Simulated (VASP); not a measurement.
Input for VASP

**INCAR**
```
# general
SYSTEM  =SnO
PREC    =Accurate
ENCUT   =520
LREAL   =.FALSE.
LASPH   =.TRUE.

# electronic loop
EDIFF   =1E-7   # SCF stop (eV)
NELM    =100   # most electronic steps
ALGO    =Normal   # blocked Davidson
LMAXMIX =4

# smearing
ISMEAR  =0
SIGMA   =0.05   # width (eV)

# functional
GGA     =MK
LUSE_VDW=.TRUE.
AGGAC   =0.0
PARAM1  =0.1234568
PARAM2  =0.7114
ZAB_VDW =-1.8867

# ions
IBRION  =2   # conjugate gradients
NSW     =30   # most ionic steps
ISIF    =4   # ions and shape, fixed volume
EDIFFG  =-0.01   # ionic stop

# output
LWAVE   =.FALSE.
LCHARG  =.FALSE.
```

POSCAR:
```
SnO
1
    3.8083574162     0.0000000000     0.0000000000
    0.0000000000     3.8083574162     0.0000000000
    0.0000000000     0.0000000000     4.7877121737
Sn O
2 2
Direct
  0.5000000000   1.0000000000   0.7604242199
  0.0000000000   0.5000000000   0.2395757801
  0.5000000000   0.5000000000   0.0000000000
  0.0000000000   0.0000000000   1.0000000000
```

### KPOINTS
```
Automatic mesh
0
Gamma
6 6 5
0 0 0
```

POTCAR, in this order: Sn_d O (PBE.64 set). Program: vasp_std.

Write an equivalent input for Quantum ESPRESSO's pw.x.

One equivalent input (not run):
```
&CONTROL
  calculation = 'vc-relax'
  pseudo_dir = './pseudo'
  outdir = './out'
  tprnfor = .true.
  tstress = .true.
  nstep = 30
  forc_conv_thr = 0.00039
/
&SYSTEM
  ibrav = 0
  nat = 4
  ntyp = 2
  ecutwfc = 84
  occupations = 'smearing'
  smearing = 'gaussian'
  degauss = 0.003675
  input_dft = 'vdw-df2-b86r'
/
&ELECTRONS
  conv_thr = 7.3e-09
  electron_maxstep = 100
/
&IONS
/
&CELL
  cell_dofree = 'shape'
/
ATOMIC_SPECIES
  Sn 118.710 Sn.upf
  O 15.999 O.upf
CELL_PARAMETERS angstrom
     3.8083574    0.0000000    0.0000000
     0.0000000    3.8083574    0.0000000
     0.0000000    0.0000000    4.7877122
ATOMIC_POSITIONS crystal
  Sn   0.5000000  1.0000000  0.7604242
  Sn   0.0000000  0.5000000  0.2395758
  O    0.5000000  0.5000000  0.0000000
  O    0.0000000  0.0000000  1.0000000
K_POINTS automatic
  6 6 5 0 0 0
```
The two are equivalent in intent, not identical: the potentials are each code's own (VASP's PAW set, PseudoDojo norm-conserving files in pw.x), so ENCUT and ecutwfc are chosen apart and not converted; conv_thr bounds pw.x's estimated SCF error, while EDIFF bounds the energy change between steps; forc_conv_thr acts on force components and is met together with etot_conv_thr.

The compound is SnO in the litharge structure. This cell is one point of a volume scan, at 0.97 of the reference volume. Symmetry was kept, so distortions that lower it aren't found.
